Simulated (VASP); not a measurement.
Input of a VASP 6.6.1 run:

File INCAR:

```
ALGO = Fast ; EDIFF = 1E-4
EDIFFG = -0.08 ; ENCUT = 520
GGA = PE ; IBRION = 2
ISIF = 3 ; ISMEAR = 0
KPAR = 2 ; LASPH = T
LCHARG = F ; LREAL = F
LWAVE = F ; NELM = 60
NSW = 24 ; PREC = Normal
SIGMA = 0.15
```

The input KPOINTS:

```
k-points
0
Gamma
  6 6 6
```

Contents of POSCAR:

```
Ta2SiN2
1.0
   -1.7000000000      1.7000000000      5.7000000000
    1.7000000000     -1.7000000000      5.7000000000
    1.7000000000      1.7000000000     -5.7000000000
Ta Si N
2 1 2
Direct
    0.3500000000      0.3500000000      0.0000000000
    0.6500000000      0.6500000000      0.0000000000
    0.0000000000      0.0000000000      0.0000000000
    0.7500000000      0.2500000000      0.5000000000
    0.2500000000      0.7500000000      0.5000000000
```

Potentials or basis: VASP PAW PBE potentials, release 64 (Ta_pv, Si, N).

Run with:

```console
$ cat potpaw_PBE.64/Ta_pv/POTCAR potpaw_PBE.64/Si/POTCAR potpaw_PBE.64/N/POTCAR > POTCAR
$ mpirun -np 2 vasp_std > vasp.out
```

Problem. Predict the band gap on the k mesh.

Solution. None (metal or under the smearing width).

Problem. What does it give for the space group after relaxing (to 0.05 Å)?

Solution. I4/mmm (No. 139).

The path:
```tsv
step	energy change (eV)	largest force (eV/Å)	pressure (GPa)	volume (Å³)
1	0.0000	1.1248	6.92	65.89
2	0.0668	1.7431	-14.93	71.39
3	-0.1301	0.2520	-4.07	68.29
4	-0.2079	0.0480	0.01	66.82
```

Caveat: the k mesh is coarse (spacing up to 0.44 Å⁻¹), so the values aren't converged; the relaxation stopped at a loose force limit of 0.08 eV/Å, so its end isn't a converged minimum. The run has no spin-orbit coupling, so splittings on Ta are missing.
